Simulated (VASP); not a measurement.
**SrB3Pt: changing the strain (εxx = s)**

```
CELL_PARAMETERS angstrom
4.54056 0.00000 0.00000
0.00000 4.54056 0.00000
0.00000 0.00000 4.54056
ATOMIC_POSITIONS crystal
Sr 0.00000 0.00000 0.00000
B 0.50000 0.00000 0.00000
B 0.00000 0.50000 0.00000
B 0.00000 0.00000 0.50000
Pt 0.50000 0.50000 0.50000
```

The cell comes from a database or a generator and needn't be the stable form of this composition.

Kept alike: task relaxation of the atoms; functional PBE; k mesh 5 × 5 × 5; occupations fermi-dirac, width 0.05 eV; no spin polarisation. Program: VASP, PBE PAW files B, Pt, Sr_sv, 520 eV. The mesh is that of the run's cell of 5 atoms. No spin-orbit coupling.

```csv
s,free energy over the lowest row (meV/atom)
-0.04,10.10
-0.02,3.23
-0.01,1.23
0,0.14
0.01,0.00
0.02,0.73
0.04,4.46
```

The cell shown is the unstrained one; x, y and z are its Cartesian axes. For a metal such a mesh leaves the last digits unconverged.

What does the strain (εxx = s) change here?

The free energy is lowest at 0.01, and 10.10 meV an atom higher at -0.04.
